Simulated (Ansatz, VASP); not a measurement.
# Cross-check of SnO (Romarchite) between VASP and Ansatz, part 2 of 2

Wanted: the spread between two codes on one cell, functional and k mesh. The cell is taken from a series of runs on this material, whose earlier steps may have relaxed, scaled, displaced or heated it; both programs get it as it stands.

VASP 6.6.1 and Ansatz 0.2.0.

So far: Set-up; VASP: relaxation of cell and atoms, PBEsol.

## Step 3: Ansatz: relaxation of cell and atoms, PBEsol

Level of this step: Ansatz beside VASP: Kohn-Sham DFT, plane waves, PBEsol (Ansatz).

Ansatz runs on its default PAW (the set named soft_2) files.

The same cell, functional, mesh and smearing now go to Ansatz, which takes its cutoff from its data sets.

Contents of input.yaml:

```yaml
crystal:
  lattice:
    - [3.8052425038, 0.0, 0.0]
    - [0.0, 3.8052425038, 0.0]
    - [0.0, 0.0, 4.7521499458]
  atoms:
    - { symbol: Sn, position: [0.5, 0.0, 0.2424576092] }
    - { symbol: Sn, position: [0.0, 0.5, 0.7575423908] }
    - { symbol: O, position: [0.0, 0.0, 0.0] }
    - { symbol: O, position: [0.5, 0.5, 0.0] }
kpoints:
  mp_grid: { grid: [12, 12, 10] }
hamiltonian:
  xc: pbesol
scf:
  occupations: { method: methfessel_paxton, width: 0.2 }
output:
  forces: true
  stress: true
  eigenvalues: true
relax:
  adjacent_minimum: "off"
  f_tol: 0.001
  max_steps: 60
  cell: { stress_tol: 0.01 }
```

Command:

```
$ ansatz run input.yaml --threads 4 --pin off --max-ram 16384MiB --backend cpu --events-out ev --progress --plain --runs-dir out
```

Numbers of over 12 decimals in the logs are rounded to 6 here.

The program printed:

```text
Engine: ansatz 0.2.0, aarch64-unknown-linux-gnu
Pseudopotentials: kind: paw
Pseudopotential: Sn, paw, valence charge 14, recommended cutoff 420 eV (normal), Sn.paw.azcp
Pseudopotential: O, paw, valence charge 6, recommended cutoff 420 eV (normal), O.paw.azcp
Functional definition: PBEsol
  exchange = pbesol_x
  correlation = pbesol_c
Crystal: 4 atoms, lattice volume = 68.811 Å³
Basis set: ecut = 420 eV, 1335 PW (Γ), exchange–correlation on 54×54×64 points (8 copies of the dense FFT grid, shifted against one another)
Bands: 24, of which v1, the nominal top of the filled ones, is band 20 counted from 1 (19 counted from 0)
Symmetry: 16 space group operations
Space group: P4/nmm (ITA 129), of the structure as read, at distance tolerance 4.1e-5 Å
k-points: 168 of 1440
Non-local potential: Sn, projectors of the file, l = 0: 2, l = 1: 2, l = 2: 2, l = 3: 2
Non-local potential: O, projectors of the file, l = 0: 2, l = 1: 2, l = 2: 1
PAW form: soft (Blöchl's): semilocal exchange-correlation on the pseudo side does not see the compensation charge
PAW frozen core: Sn, regenerated for the run's functional, and the local potential with it (the file was generated under x = pbe(κ = 0.804, μ = 0.219515), c = pbe(β = 0.066725))
PAW frozen core: O, regenerated for the run's functional, and the local potential with it (the file was generated under x = pbe(κ = 0.804, μ = 0.219515), c = pbe(β = 0.066725))
PAW one-centre angular grid: Sn, 590 points (default); XC on 64 Gauss nodes
PAW one-centre angular grid: O, 110 points (default); XC on 64 Gauss nodes
Initial density: superposition of atomic densities (neutral atoms: chi_scale 0, normalization atom), corrected by the library's trained network
Initial wavefunctions: pseudopotential atomic-orbital guess
Functional: x = pbesol(κ = 0.804, μ = 0.123457), c = pbesol(β = 0.046)
SCF iter   1: F=—  HF=-13021.447007 eV  |F-HF|=—  |Δ(HF+E_count)|=         —  Δρ=1.40e-2  dr2=1.12e-1  ethr=1.77e-3  ⟨swp⟩=5.4  Hψ=17496  notcnv=0
preconditioner: auto → Resta (q_TF=auto, 2.492 Å⁻¹)  ε∞=3.5  [insulator: Δε(μ)=0.137 eV  Ē_g=17.991 eV  σ=0.200 eV  W_gap=0.52  n_scr=18 (ndim 8)  ℏωp=28.3 eV  f_vac=0.013  D(μ)=0.23/eV (n_scr^D=0)  ε∞_Penn≈3.5]
SCF iter   2: F=—  HF=-13021.423260 eV  |F-HF|=—  |Δ(HF+E_count)|=   2.37e-2  S|Δr|=    0.00e0  Δρ=4.64e-3  dr2=1.36e-2  ethr=2.79e-4  ⟨swp⟩=2.0  Hψ=7083  notcnv=0
preconditioner: auto → Kerker (q_TF=auto, 2.492 Å⁻¹)  [metal: Δε(μ)=0.087 eV  Ē_g=18.039 eV  σ=0.200 eV  W_gap=0.36  n_scr=18 (ndim 8)  ℏωp=28.3 eV  f_vac=0.013  D(μ)=0.15/eV (n_scr^D=0)]
SCF iter   3: F=—  HF=-13021.420522 eV  |F-HF|=—  |Δ(HF+E_count)|=   2.74e-3  S|Δr|=    0.00e0  Δρ=1.25e-3  dr2=1.32e-3  ethr=3.40e-5  ⟨swp⟩=2.0  Hψ=5188  notcnv=0
SCF iter   4: F=—  HF=-13021.420312 eV  |F-HF|=—  |Δ(HF+E_count)|=   2.10e-4  S|Δr|=    0.00e0  Δρ=3.21e-4  dr2=1.36e-4  ethr=3.31e-6  ⟨swp⟩=2.6  Hψ=7264  notcnv=0
SCF iter   5: F=—  HF=-13021.420304 eV  |F-HF|=—  |Δ(HF+E_count)|=   8.08e-6  S|Δr|=    0.00e0  Δρ=1.17e-4  dr2=1.86e-5  ethr=3.40e-7  ⟨swp⟩=2.9  Hψ=7635  notcnv=0
SCF iter   6: F=—  HF=-13021.420262 eV  |F-HF|=—  |Δ(HF+E_count)|=   4.17e-5  S|Δr|=    0.00e0  Δρ=3.28e-5  dr2=9.63e-7  ethr=4.64e-8  ⟨swp⟩=2.1  Hψ=5255  notcnv=0
SCF iter   7: F=-13021.420263 eV  HF=-13021.420263 eV  |F-HF|=2.71e-8  |Δ(HF+E_count)|=   3.56e-7  S|Δr|=    0.00e0  Δρ=1.19e-5  dr2=8.82e-8  ethr=2.50e-10  ⟨swp⟩=7.0  Hψ=20258  notcnv=0
SCF 1 converged in 7 iterations: F = -13021.420263 eV  dr2 = 8.82e-8
  greatest PAW one-centre occupation: 0.994 electrons in one spin orbital (limit 2), on the Sn atom at site 1 (counted from 0), in its partial waves of l = 2
relax step   1: F+E_penalty+E_count = -13021.42026261 eV  Δ(F+E_penalty+E_count) = +0.000e0 eV  max|allowed force component| = 7.269e-4 eV/Å  Δτ_max = 0.0000 Å  P = +0.013 GPa  Ω = 68.811 Å³  (7 SCF iters, dr2 threshold 1.00e-7 eV, accepted)
[...]
relax step   2: F+E_penalty+E_count = -13021.42024254 eV  Δ(F+E_penalty+E_count) = +2.006e-5 eV  max|allowed force component| = 1.208e-3 eV/Å  Δτ_max = 0.0000 Å  P = +0.001 GPa  Ω = 68.817 Å³  energy of the carried Pulay correction = -2.112e-5 eV  (5 SCF iters, dr2 threshold 1.02e-9 eV, accepted)
[...]
relax step   3: F+E_penalty+E_count = -13021.42026612 eV  Δ(F+E_penalty+E_count) = -2.358e-5 eV  max|allowed force component| = 1.046e-3 eV/Å  Δτ_max = 0.0002 Å  P = -0.002 GPa  Ω = 68.809 Å³  energy of the carried Pulay correction = +2.415e-6 eV  (6 SCF iters, dr2 threshold 9.11e-11 eV, accepted)
[...]
relax step   4: F+E_penalty+E_count = -13021.42025655 eV  Δ(F+E_penalty+E_count) = +9.569e-6 eV  max|allowed force component| = 9.550e-6 eV/Å  Δτ_max = 0.0001 Å  P = -0.000 GPa  Ω = 68.812 Å³  energy of the carried Pulay correction = -7.232e-6 eV  (5 SCF iters, dr2 threshold 6.84e-11 eV, accepted)
[...]
relax step   5: F+E_penalty+E_count = -13021.42024583 eV  Δ(F+E_penalty+E_count) = +1.072e-5 eV  max|allowed force component| = 9.278e-6 eV/Å  Δτ_max = 0.0000 Å  P = -0.000 GPa  Ω = 68.812 Å³  stress off target by 1.18e-3 GPa  SCF on the basis re-selected at this cell (its energy is not comparable with the rows above)  (6 SCF iters)
basis re-selected at this cell: Δ(F+E_penalty+E_count) = +1.072e-5 eV, ΔP = +0.000 GPa vs the last step (what re-selecting the basis moved, of the pressure what is left beyond the Pulay correction that the steps carried, after the strain that the cell walked since its last selection, with what the two solves' SCF thresholds leave and, on support functions, any second-order correction that the steps lacked; it is no m [...]
SCF converged after 6 iterations
Stability not checked: this state was not tested for a lower state beside it, because cold or Methfessel-Paxton smearing, or corrected tetrahedra, fill the levels in a way that the test cannot read (fill_not_monotonic; see scf.lower_state_search)
Free energy (F): -13021.420246 eV
Harris-Foulkes:  -13021.420246 eV  (|F-HF|=1.82e-12)
Internal energy: -13021.420942 eV  (E = F + TS)
E sigma→0 (E₀):  -13021.420420 eV
Entropy (-TS):   0.000696 eV (0.174 meV/atom)
Fermi energy:    10.137595 eV
--- Per-component energies (eV) ---
  E_band       = -179.402949
  E_kinetic    = 723.745372
  E_local      = -2592.867549  (includes V_loc(G=0)·N_el)
  E_nonlocal   = 36.352496
  E_hartree    = 1407.637708
  E_xc         = -904.384487
  E_vxc        = -381.002908  (∫ρ·V_xc dr)
  E_paw        = -8435.140601  (= ΣΔE_a)
  E_vpaw       = -780.910573  (= ΣTr[D̂ρ^β])
  E_aug_tail   = 0.004789  (compensation charges beyond the density's cutoff)
  E_ewald      = -3257.408926
  E_core_change = 0.640255  (= ΣΔE_core)
  E_smearing   = 0.000696  (= −TS)
  E_closure    = -0.000000  (closes the sum)
  Σ components = -13021.420246   (vs F -13021.420246, Δ=0.00e0)
--- Forces (eV/Å), atoms counted from 1 ---
  atom   1  Sn     0.00000000     0.00000000    -0.00000928
  atom   2  Sn     0.00000000     0.00000000     0.00000928
  atom   3  O      0.00000000     0.00000000     0.00000000
  atom   4  O      0.00000000     0.00000000     0.00000000
  max |Σ_I F_I| component: 1.69e-21 eV/Å
--- Stress (GPa, compression-positive) ---
        0.000549       0.000000       0.000000
        0.000000       0.000549       0.000000
        0.000000       0.000000      -0.001181
  P = ⅓ Tr σ = -0.0000 GPa (-0.000 kbar)
--- Band table (eV; the first three rows and the last of 168) ---
  k-point 0: bands = [... 16 lower, 6.5906, 6.8982, 6.8982, 10.0770, 12.2292, 14.6104, 14.6280, 14.6280]
  k-point 1: bands = [... 16 lower, 6.5829, 6.8967, 6.8967, 10.0124, 12.0684, 14.2739, 14.2739, 14.6513]
  k-point 2: bands = [... 16 lower, 6.5616, 6.8928, 6.8928, 9.7563, 11.7885, 13.7183, 13.7183, 14.5280]
  k-point 167: bands = [... 16 lower, 7.2728, 7.2728, 7.5679, 7.5679, 12.3510, 12.3510, 14.2350, 14.2350]
--- Relaxed structure (4 steps of the walk, 4 accepted, 1 SCFs on fresh bases) ---
  F+E_penalty+E_count = -13021.42024583 eV   max|allowed force component| = 9.278e-6 eV/Å   (the final SCF, on the basis selected at the relaxed cell)
  cell:  # Å, volume = 68.8122 Å³
    - [3.805668, 0, 0.0]
    - [0, 3.805668, 0.0]
    - [0.0, 0.0, 4.751207]
  atoms:
    - { symbol: Sn, position: [0.500000, 0, 0.242477] }
    - { symbol: Sn, position: [0, 0.500000, 0.757523] }
    - { symbol: O, position: [0, 0, 0] }
    - { symbol: O, position: [0.500000, 0.500000, 0] }
```

The column dr2 measures how far the density is from self-consistency, as an energy; F and HF (Harris–Foulkes) agree once it is small.

## Step 4: Side by side

Known differences besides the potentials themselves: the cutoff is 420 eV in Ansatz and 600 eV in VASP; Ansatz makes its cores anew for this functional, VASP keeps those of its PBE data sets; Ansatz adds a Pulay correction to the stress that steers its cell, VASP none. Total energies have different zeros and are not compared.

The two programs side by side:

```
                                         quantity  Ansatz   VASP  difference
                                      volume (Å³)   68.81  68.53     +0.41 %
edge a after relaxation, in the typed setting (Å)   3.806  3.805     +0.01 %
edge c after relaxation, in the typed setting (Å)   4.751  4.733     +0.39 %
```

## Step 5: Results

```json
{
  "difference in volume (relaxation of cell and atoms, PBEsol)": "0.41 %"
}
```

The difference in volume is 0.41 % (relaxation of cell and atoms, PBEsol), within the 1.2 % picked in this series as the mark of a large difference, as far as the stopping tolerances let one tell. 2 further runs of this series are not shown here. How closely two codes agree says nothing of how well the functional describes the real material.

[Lines on the potential files, build, host, timing and source positions are cut from VASP's logs without a mark.]

[Logs are printed without paths, hosts, clocks, repeated set-up lines and the standing remarks that a program may print on its own settings, such as how far it seeks lower states.]

[Hosts, paths, dates, database ids (printed as entryN), source tags and the programs' standing remarks are cut or masked in the printed files.]
